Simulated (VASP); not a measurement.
Data:

```
GdN
1.0
    0.00000     2.48554     2.48554
    2.48554     0.00000     2.48554
    2.48554     2.48554     0.00000
Gd N
1 1
Direct
  0.00000   0.00000   0.00000
  0.50000   0.50000   0.50000
```

The numbers are results of optB88-vdW, VASP's PBE PAW potentials (set 64) (plane waves; VASP), not measurements. Run with 520 eV cut-off, Gaussian smearing of 0.050 eV, potentials Gd_3 N.

The 4f electrons are frozen in the core of the lanthanide potential, so 4f levels, which can set the real gap, and their magnetism are missing.

**Question.** Give the energies of bands 5 to 10 at the high-symmetry points, in eV from the valence-band maximum.

**Answer.** 
```csv
band,Γ,X,U,L,W
5,0.00,-1.05,-2.08,-4.04,-2.17
6,0.00,-0.24,-1.26,-2.31,-1.25
7,0.00,-0.24,-1.23,-2.31,-1.25
8,2.98,0.01,2.31,5.54,3.87
9,2.98,7.11,6.21,6.40,3.87
10,2.98,7.14,7.16,6.40,7.16
```

The gap is indirect, 0.01 eV, from the valence maximum at Γ to the conduction minimum at X.

The compound is GdN in the rock salt structure. It was relaxed first.
